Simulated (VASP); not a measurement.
Crystal: KNi.

```
CELL_PARAMETERS angstrom
3.66048 3.66048 0.00000
-3.66048 3.66048 0.00000
0.00000 0.00000 3.47889
ATOMIC_POSITIONS crystal
K 0.00000 0.00000 0.00000
K 0.50000 0.50000 0.00000
Ni 0.50000 0.00000 0.50000
Ni 0.00000 0.50000 0.50000
```

The cell was built by a generator and needn't be a form met in nature.

Base run:

```yaml
Program: VASP 6.6.1
Functional: PBEsol
Potentials_or_basis: VASP PAW PBE potentials, release 64 (K_sv, Ni)
Cutoff: 520 eV
k_mesh: 4 × 4 × 6
Occupations: fermi-dirac, width 0.05 eV
Spin: collinear spin, random start
Starting_moments: "[0.0, 0.0, 0.82, -0.14] μB"
Hubbard_terms: Ni d U = 5 eV
```

Its results: band gap on the k mesh none (metal or under the smearing width); pressure 5.7 GPa.

**Question.** After a change of settings the same cell gave: band gap on the k mesh none (metal or under the smearing width); pressure -0.1 GPa. Which change was it?
A. spin from collinear spin, random start to no spin polarisation; further incar settings from ALGO = Normal; EDIFF = 1e-06; NBANDS = 31 to ALGO = Normal; EDIFF = 1e-06; NBANDS = 27
B. spin from collinear spin, random start to collinear spin, ferrimagnetic start; moments at the start from [0.0, 0.0, 0.82, -0.14] to [0.0, 0.0, 1.0, -0.5]
C. spin from collinear spin, random start to collinear spin, ferromagnetic start; moments at the start from [0.0, 0.0, 0.82, -0.14] to [0.0, 0.0, 1.0, 1.0]
D. spin from collinear spin, random start to collinear spin, antiferromagnetic start; moments at the start from [0.0, 0.0, 0.82, -0.14] to [0.0, 0.0, 1.0, -1.0]

**Answer.** A.

Caveats: the PAW data sets were made with another functional, which shifts forces and pressure a little; the U is typed as a test and isn't derived for this compound; U without spin polarisation on a metal has little footing (some runs).
